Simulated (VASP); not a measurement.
Wanted: the native input for a VASP 6.6.1 run.

| Item | Value |
| --- | --- |
| Task | single point |
| Functional | PBE |
| Potentials or basis | VASP PAW PBE potentials, release 64 (Ti_sv, P) |
| Cutoff | 520 eV |
| k mesh | 4 × 4 × 4 |
| Occupations | gaussian, width 0.1 eV |
| Spin | collinear spin, typed start |
| Starting moments | [1.0, 1.0, 1.0, 0.0, 0.0] μB |
| Dipole correction | no |
| Further INCAR settings | ALGO = Normal; EDIFF = 1e-07; NBANDS = 35 |

The structure of Ti3P2 lies in POSCAR:

```
Ti3P2
1.0
    4.4967746276      0.0000000000      0.0000000000
    0.0000000000      4.4967746276      0.0000000000
    0.0000000000      0.0000000000      4.4967746276
Ti P
3 2
Direct
    0.0000000000      0.5000000000      0.5000000000
    0.5000000000      0.0000000000      0.5000000000
    0.5000000000      0.5000000000      0.0000000000
    0.0000000000      0.0000000000      0.0000000000
    0.5000000000      0.5000000000      0.5000000000
```

The cell was built by a generator and needn't be a form met in nature.

The cell isn't the ideal one: random cell by space group and Wyckoff sites (Pm-3m, No. 221).

One way to write it, as run:

INCAR

```
SYSTEM = Ti3P2
  ALGO = Normal
  EDIFF = 1E-7
  ENCUT = 520
  GGA = PE
  ISIF = 2
  ISMEAR = 0
  ISPIN = 2
  LASPH = .TRUE.
  LCHARG = .TRUE.
  LELF = .TRUE.
  LMAXMIX = 4
  LORBIT = 11
  LREAL = .FALSE.
  LVHAR = .TRUE.
  LWAVE = .FALSE.
  MAGMOM = 1 1 1 0 0
  NBANDS = 35
  NELM = 150
  PREC = Accurate
  SIGMA = 0.1
```

KPOINTS

```
k-points
0
G
  4 4 4
  0 0 0
```

Potentials or basis: VASP PAW PBE potentials, release 64 (Ti_sv, P).

Run with:

```sh
$ cat potpaw_PBE.64/Ti_sv/POTCAR potpaw_PBE.64/P/POTCAR > POTCAR
$ mpirun -np 1 vasp_std > vasp.out
```

It gave:

The pressure is 0.2 GPa and the band gap on the k mesh is none (metal or under the smearing width). The net moment is 0.00 μB per cell. The valence electrons inside the program's atomic spheres are Ti 10.29; P 2.32, 2.77.

It took 41 s on 1 thread of Intel(R) Xeon(R) 6975P-C (Granite Rapids) (shared host), peak memory 0.25 GiB.
